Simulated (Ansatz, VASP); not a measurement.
# SiO2 (Stishovite) in two plane-wave programs

Aim: how closely do two programs agree when they are given the same cell, functional and k mesh? The cell is taken from a series of runs on this material, whose earlier steps may have relaxed, scaled, displaced or heated it; both programs get it as it stands.

Method: plane waves, with VASP 6.6.1 beside it; G0W0 gap at PBE0 form with 50 % exact exchange with an exact-exchange share of 0.5, in Ansatz 0.2.0.

## 1. The starting structure

The structure is tetragonal, space group P4_2/mnm (No. 136). The conventional cell has a = 4.177 Å, b = 4.177 Å, c = 2.665 Å, α = 90.00°, β = 90.00°, γ = 90.00°. Nearest to Si lie 6 O at 1.76 to 1.81 Å. O has 3 Si at 1.76 to 1.81 Å nearest. Farther neighbours and most contacts between anions are not listed.

## 2. VASP: G0W0 gap, PBE0 form with 50 % exact exchange with an exact-exchange share of 0.5

Quasiparticle shifts depend on high empty states and on the cores, so they are the hardest test of two PAW sets.

Lines of VASP's logs that name or quote its potential files are left out, and so is its time.

The run reads the wave functions of an earlier VASP run, which isn't shown here.

File INCAR:

```
SYSTEM = SiO2
PREC = Accurate
ENCUT = 440
ISMEAR = 0
SIGMA = 0.01
LREAL = .FALSE.
LHFCALC = .TRUE.
AEXX = 0.5
GGA = PE
LASPH = .TRUE.
NBANDS = 216
PRECFOCK = Fast
ALGO = EVGW0
NELMGW = 1
ENCUTGW = 150
NOMEGA = 64
NBANDSGW = 24
LWAVE = .FALSE.
LCHARG = .FALSE.
```

File POSCAR:

```
SiO2
1.0
    4.1773000000      0.0000000000      0.0000000000
    0.0000000000      4.1773000000      0.0000000000
    0.0000000000      0.0000000000      2.6652000000
Si O
2 4
Direct
    0.0000000000      0.0000000000      0.0000000000
    0.5000000000      0.5000000000      0.5000000000
    0.3059000000      0.3059000000      0.0000000000
    0.1941000000      0.8059000000      0.5000000000
    0.6941000000      0.6941000000      0.0000000000
    0.8059000000      0.1941000000      0.5000000000
```

File KPOINTS:

```
Automatic mesh
0
Gamma
4 4 6
0 0 0
```

The projector-augmented-wave data sets are Si_GW and O_GW (PBE family, release 64).

On the command line:

```console
$ mpirun -np 8 vasp_std
```

Numbers of over 12 decimals in the logs are rounded to 6 here.

The program printed:

```text
[banner, memory and clock lines left out]
running    8 mpi-ranks, on    1 nodes
 distrk:  each k-point on    8 cores,    1 groups
 distr:  one band on    1 cores,    8 groups

 POSCAR found type information on POSCAR SiO
 POSCAR found :  2 types and       6 ions
|                                                                             |
|           W    W    AA    RRRRR   N    N  II  N    N   GGGG   !!!           |
|           W    W   A  A   R    R  NN   N  II  NN   N  G    G  !!!           |
|           W    W  A    A  R    R  N N  N  II  N N  N  G       !!!           |
|           W WW W  AAAAAA  RRRRR   N  N N  II  N  N N  G  GGG   !            |
|           WW  WW  A    A  R   R   N   NN  II  N   NN  G    G                |
|           W    W  A    A  R    R  N    N  II  N    N   GGGG   !!!           |
|                                                                             |
|     For optimal performance we recommend to set                             |
|       NCORE = 2 up to number-of-cores-per-socket                            |
|     NCORE specifies how many cores store one orbital (NPAR=cpu/NCORE).      |
|     This setting can greatly improve the performance of VASP for DFT.       |
|     The default, NCORE=1 might be grossly inefficient on modern             |
|     multi-core architectures or massively parallel machines. Do your        |
|     Unfortunately you need to use the default for GW and RPA                |
|     calculations (for HF NCORE is supported but not extensively tested      |
|     yet).                                                                   |
|                                                                             |

|                                                                             |
|           W    W    AA    RRRRR   N    N  II  N    N   GGGG   !!!           |
|           W    W   A  A   R    R  NN   N  II  NN   N  G    G  !!!           |
|           W    W  A    A  R    R  N N  N  II  N N  N  G       !!!           |
|           W WW W  AAAAAA  RRRRR   N  N N  II  N  N N  G  GGG   !            |
|           WW  WW  A    A  R   R   N   NN  II  N   NN  G    G                |
|           W    W  A    A  R    R  N    N  II  N    N   GGGG   !!!           |
|                                                                             |
|     The default for ENCUTGWSOFT is different in this version of VASP.       |
|     please manually set ENCUTGWSOFT =150 in the INCAR file.                 |
|                                                                             |

 LDA part: xc-table for (Slater+PW92), standard interpolation
 found WAVECAR, reading the header
 POSCAR, INCAR and KPOINTS ok, starting setup
 FFT: planning ... GRIDC
 FFT: planning ... GRID_SOFT
 FFT: planning ... GRID
 reading WAVECAR
 the WAVECAR file was read successfully
 initial charge from wavefunction
 available memory per node:     31.85 GB, setting MAXMEM to     32611

 The Fermi energy was updated, please check that it is located mid-gap
 values below the HOMO (VB) or above the LUMO (CB) will cause erroneous energies
 E-fermi :  10.0451

 calculate exact exchange contribution
 the WAVEDER file was read successfully
energies w=
    0.000    0.000    0.877    0.000    1.751    0.000    2.622    0.000
    3.487    0.000    4.344    0.000    5.193    0.000    6.032    0.000
    6.861    0.000    7.678    0.000    8.484    0.000    9.279    0.000
   10.063    0.000   10.837    0.000   11.601    0.000   12.356    0.000
   13.103    0.000   13.843    0.000   14.578    0.000   15.308    0.000
   16.036    0.000   16.763    0.000   17.490    0.000   18.219    0.000
   18.952    0.000   19.691    0.000   20.438    0.000   21.195    0.000
   21.964    0.000   22.748    0.000   23.550    0.000   24.372    0.000
   25.218    0.000   26.091    0.000   26.996    0.000   27.937    0.000
   28.918    0.000   29.947    0.000   31.028    0.000   32.170    0.000
   33.383    0.000   34.674    0.000   36.057    0.000   37.545    0.000
   39.157    0.000   40.909    0.000   42.829    0.000   44.945    0.000
   47.293    0.000   49.920    0.000   52.883    0.000   56.256    0.000
   60.135    0.000   64.649    0.000   69.971    0.000   76.344    0.000
   84.112    0.000   93.791    0.000  106.175    0.000  122.571    0.000
  145.272    0.000  178.727    0.000  232.831    0.000  334.956    0.000
 responsefunction array rank=     208
 LDA part: xc-table for (Slater+PW92), standard interpolation

 min. memory requirement per mpi rank    216.8 MB, per node   1734.1 MB

 allocating   8 responsefunctions rank=   208
 shmem allocating  64 responsefunctions rank=   208
 response function shared by NCSHMEM nodes    1
 Doing            8  frequencies on each core in blocks of           64
NQ=   1    0.0000    0.0000    0.0000,
|.........|.........|.........|.........|.........|.........|.........|.........
 performed        863000 updates of chi_q(r,r)
 total number of BLAS operations        246.68 Gflops
NQ=   2    0.2500    0.0000    0.0000,
|.........|.........|.........|.........|.........|.........|.........|.........
 performed       2223000 updates of chi_q(r,r)
 total number of BLAS operations        656.43 Gflops
NQ=   3    0.5000    0.0000    0.0000,
|.........|.........|.........|.........|.........|.........|.........|.........
 performed       3252000 updates of chi_q(r,r)
 total number of BLAS operations        972.71 Gflops
NQ=   4    0.2500    0.2500    0.0000,
|.........|.........|.........|.........|.........|.........|.........|.........
 performed       4384000 updates of chi_q(r,r)
 total number of BLAS operations       1306.79 Gflops
NQ=   5    0.5000    0.2500    0.0000,
|.........|.........|.........|.........|.........|.........|.........|.........
 performed       5744000 updates of chi_q(r,r)
 total number of BLAS operations       1742.27 Gflops
NQ=   6    0.5000    0.5000    0.0000,
|.........|.........|.........|.........|.........|.........|.........|.........
 performed       6607000 updates of chi_q(r,r)
 total number of BLAS operations       2029.67 Gflops
NQ=   7    0.0000    0.0000    0.1667,
|.........|.........|.........|.........|.........|.........|.........|.........
 performed       7677000 updates of chi_q(r,r)
 total number of BLAS operations       2362.06 Gflops
NQ=   8    0.2500    0.0000    0.1667,
|.........|.........|.........|.........|.........|.........|.........|.........
 performed       9286000 updates of chi_q(r,r)
 total number of BLAS operations       2836.79 Gflops
NQ=   9    0.5000    0.0000    0.1667,
|.........|.........|.........|.........|.........|.........|.........|.........
 performed      10646000 updates of chi_q(r,r)
 total number of BLAS operations       3229.81 Gflops
NQ=  10    0.2500    0.2500    0.1667,
|.........|.........|.........|.........|.........|.........|.........|.........
 performed      12089000 updates of chi_q(r,r)
 total number of BLAS operations       3682.65 Gflops
NQ=  11    0.5000    0.2500    0.1667,
|.........|.........|.........|.........|.........|.........|.........|.........
 performed      13698000 updates of chi_q(r,r)
 total number of BLAS operations       4187.51 Gflops
NQ=  12    0.5000    0.5000    0.1667,
|.........|.........|.........|.........|.........|.........|.........|.........
 performed      14768000 updates of chi_q(r,r)
 total number of BLAS operations       4516.53 Gflops
NQ=  13    0.0000    0.0000    0.3333,
|.........|.........|.........|.........|.........|.........|.........|.........
 performed      15838000 updates of chi_q(r,r)
 total number of BLAS operations       4862.56 Gflops
NQ=  14    0.2500    0.0000    0.3333,
|.........|.........|.........|.........|.........|.........|.........|.........
 performed      17447000 updates of chi_q(r,r)
 total number of BLAS operations       5327.44 Gflops
NQ=  15    0.5000    0.0000    0.3333,
|.........|.........|.........|.........|.........|.........|.........|.........
 performed      18807000 updates of chi_q(r,r)
 total number of BLAS operations       5754.27 Gflops
NQ=  16    0.2500    0.2500    0.3333,
|.........|.........|.........|.........|.........|.........|.........|.........
 performed      20250000 updates of chi_q(r,r)
 total number of BLAS operations       6175.65 Gflops
NQ=  17    0.5000    0.2500    0.3333,
|.........|.........|.........|.........|.........|.........|.........|.........
 performed      21859000 updates of chi_q(r,r)
 total number of BLAS operations       6650.38 Gflops
NQ=  18    0.5000    0.5000    0.3333,
|.........|.........|.........|.........|.........|.........|.........|.........
 performed      22929000 updates of chi_q(r,r)
 total number of BLAS operations       6966.11 Gflops
NQ=  19    0.0000    0.0000    0.5000,
|.........|.........|.........|.........|.........|.........|.........|.........
 performed      23792000 updates of chi_q(r,r)
 total number of BLAS operations       7215.41 Gflops
NQ=  20    0.2500    0.0000    0.5000,
|.........|.........|.........|.........|.........|.........|.........|.........
 performed      25152000 updates of chi_q(r,r)
 total number of BLAS operations       7650.89 Gflops
NQ=  21    0.5000    0.0000    0.5000,
|.........|.........|.........|.........|.........|.........|.........|.........
 performed      26181000 updates of chi_q(r,r)
 total number of BLAS operations       7980.21 Gflops
NQ=  22    0.2500    0.2500    0.5000,
|.........|.........|.........|.........|.........|.........|.........|.........
 performed      27313000 updates of chi_q(r,r)
 total number of BLAS operations       8307.36 Gflops
NQ=  23    0.5000    0.2500    0.5000,
|.........|.........|.........|.........|.........|.........|.........|.........
 performed      28673000 updates of chi_q(r,r)
 total number of BLAS operations       8692.16 Gflops
NQ=  24    0.5000    0.5000    0.5000,
|.........|.........|.........|.........|.........|.........|.........|.........
 performed      29536000 updates of chi_q(r,r)
 total number of BLAS operations       8906.08 Gflops
 resolving degeneracies of screened two electron integrals

 calculate QP shifts <psi_nk| G(iteration)W_0 |psi_nk>: iteration 1
 entering main loop
```

From OUTCAR (step 2):

```text
ion  position               nearest neighbor table
   1  0.000  0.000  0.000-   4 1.76   6 1.76   4 1.76   6 1.76   5 1.81   3 1.81
   2  0.500  0.500  0.500-   3 1.76   5 1.76   3 1.76   5 1.76   4 1.81   6 1.81
   3  0.306  0.306  0.000-   2 1.76   2 1.76   1 1.81
   4  0.194  0.806  0.500-   1 1.76   1 1.76   2 1.81
   5  0.694  0.694  0.000-   2 1.76   2 1.76   1 1.81
   6  0.806  0.194  0.500-   1 1.76   1 1.76   2 1.81

  LATTYP: Found a simple tetragonal cell.
 ALAT       =     4.1773000000
 C/A-ratio  =     0.6380197735

 Subroutine GETGRP returns: Found 16 space group operations
 (whereof  8 operations were pure point group operations)

The static configuration has the point symmetry D_2h.
 The point group associated with its full space group is D_4h.

 Found     24 irreducible k-points:

   k-points           NKPTS =     24   k-points in BZ     NKDIM =     96   number of bands    NBANDS=    216

   dimension x,y,z NGX =    30 NGY =   30 NGZ =   18
   dimension x,y,z NGXF=    60 NGYF=   60 NGZF=   36

   ENCUT  =  440.0 eV  32.34 Ry    5.69 a.u.   7.14  7.14  4.56*2*pi/ulx,y,z

   NELECT =      32.0000    total number of electrons

  energy-cutoff  :      440.00
  volume of cell :       46.51
      direct lattice vectors                 reciprocal lattice vectors
     4.177300000  0.000000000  0.000000000     0.239389079  0.000000000  0.000000000
     0.000000000  4.177300000  0.000000000     0.000000000  0.239389079  0.000000000
     0.000000000  0.000000000  2.665200000     0.000000000  0.000000000  0.375206363

 k-points in reciprocal lattice and weights: Automatic mesh
   0.00000000  0.00000000  0.00000000       0.010
   0.25000000  0.00000000  0.00000000       0.042
   0.50000000  0.00000000  0.00000000       0.021
   0.25000000  0.25000000  0.00000000       0.042
   0.50000000  0.25000000  0.00000000       0.042
   0.50000000  0.50000000  0.00000000       0.010
   0.00000000  0.00000000  0.16666667       0.021
   0.25000000  0.00000000  0.16666667       0.083
   0.50000000  0.00000000  0.16666667       0.042
[...]
0.50000000  0.25000000  0.50000000       0.042
   0.50000000  0.50000000  0.50000000       0.010

 E-fermi :  10.0451

 QP shifts <psi_nk| G(iteration)W_0 |psi_nk>: iteration 1
 for sc-GW calculations column KS-energies equals QP-energies in previous step
 and V_xc(KS)=  KS-energies - (<T + V_ion + V_H > + <T+V_H+V_ion>^1  + <V_x>^1)
 k-point   1 :       0.0000    0.0000    0.0000
  band No.  KS-energies  QP-energies   sigma(KS)   V_xc(KS)     V^pw_x(r,r')   Z            occupation Imag(sigma)
    ...
     13       2.0020       3.0595     -22.3137     -23.5314     -25.6352       0.8685       2.0000       0.0526
     14       3.5431       4.7696     -22.9629     -24.3797     -26.6388       0.8657       2.0000       0.0556
     15       3.5431       4.7696     -22.9629     -24.3797     -26.6388       0.8657       2.0000       0.0556
     16       4.2985       5.6131     -23.1637     -24.6881     -27.1111       0.8624       2.0000       0.0593
     17      15.7917      15.9271     -13.1930     -13.3454      -9.3944       0.8884       0.0000      -0.0503
     18      16.6914      16.6179      -9.5402      -9.4585      -5.6150       0.8997       0.0000      -0.0516
     19      18.6805      18.6376     -10.6678     -10.6199      -6.6176       0.8941       0.0000      -0.0548
     20      18.6805      18.6376     -10.6678     -10.6199      -6.6176       0.8941       0.0000      -0.0548
    ...

 k-point   2 :       0.2500    0.0000    0.0000
  band No.  KS-energies  QP-energies   sigma(KS)   V_xc(KS)     V^pw_x(r,r')   Z            occupation Imag(sigma)
    ...
     13       2.0397       3.1063     -22.4155     -23.6439     -25.7621       0.8682       2.0000       0.0529
     14       2.1828       3.3499     -22.2283     -23.5806     -25.9620       0.8631       2.0000       0.0584
     15       3.4002       4.6261     -22.8924     -24.3101     -26.6034       0.8647       2.0000       0.0562
     16       3.8115       5.0937     -22.8478     -24.3341     -26.7669       0.8627       2.0000       0.0592
     17      16.7376      16.8977     -13.2946     -13.4750      -9.4719       0.8875       0.0000      -0.0515
     18      17.2959      17.2406      -9.8469      -9.7852      -5.8843       0.8975       0.0000      -0.0524
     19      18.8516      18.7909     -10.5418     -10.4741      -6.5500       0.8948       0.0000      -0.0541
     20      18.8934      18.8607     -10.8747     -10.8381      -6.8001       0.8921       0.0000      -0.0556
    ...

 k-point   3 :       0.5000    0.0000    0.0000
  band No.  KS-energies  QP-energies   sigma(KS)   V_xc(KS)     V^pw_x(r,r')   Z            occupation Imag(sigma)
    ...
     13       1.7911       2.8526     -22.3499     -23.5733     -25.7262       0.8676       2.0000       0.0534
     14       1.7911       2.8526     -22.3499     -23.5733     -25.7262       0.8676       2.0000       0.0534
     15       3.2070       4.4455     -22.6797     -24.1151     -26.5129       0.8628       2.0000       0.0583
     16       3.2070       4.4455     -22.6797     -24.1151     -26.5129       0.8628       2.0000       0.0583
     17      18.0747      18.1713     -12.2595     -12.3686      -8.3007       0.8857       0.0000      -0.0541
     18      18.0747      18.1713     -12.2595     -12.3686      -8.3007       0.8857       0.0000      -0.0541
     19      19.3003      19.2495     -10.5921     -10.5353      -6.5099       0.8925       0.0000      -0.0560
     20      19.3003      19.2495     -10.5921     -10.5353      -6.5099       0.8925       0.0000      -0.0560
    ...

 k-point   4 :       0.2500    0.2500    0.0000
  band No.  KS-energies  QP-energies   sigma(KS)   V_xc(KS)     V^pw_x(r,r')   Z            occupation Imag(sigma)
    ...
     13       1.6321       2.8082     -22.0270     -23.3940     -25.8986       0.8604       2.0000       0.0620
     14       1.9255       2.9893     -22.3860     -23.6121     -25.7476       0.8677       2.0000       0.0531
     15       2.7950       3.9989     -22.4691     -23.8639     -26.2876       0.8631       2.0000       0.0585
     16       3.4658       4.7165     -22.6904     -24.1403     -26.5478       0.8626       2.0000       0.0584
     17      16.9960      17.0733     -11.8392     -11.9261      -7.9320       0.8907       0.0000      -0.0522
     18      17.9100      17.9483     -11.5146     -11.5576      -7.5476       0.8893       0.0000      -0.0537
     19      18.8467      18.7855     -10.5111     -10.4427      -6.4845       0.8948       0.0000      -0.0546
     20      19.7509      19.7428     -11.0482     -11.0392      -6.9545       0.8894       0.0000      -0.0570
    ...

[... 4 further parts left out ...]
```

(Continued in part 2 of 2.)

[Lines on the potential files, build, host, timing and source positions are cut from VASP's logs without a mark.]

[Logs are printed without paths, hosts, clocks, repeated set-up lines and the standing remarks that a program may print on its own settings, such as how far it seeks lower states.]

[Hosts, paths, dates, database ids (printed as entryN), source tags and the programs' standing remarks are cut or masked in the printed files.]
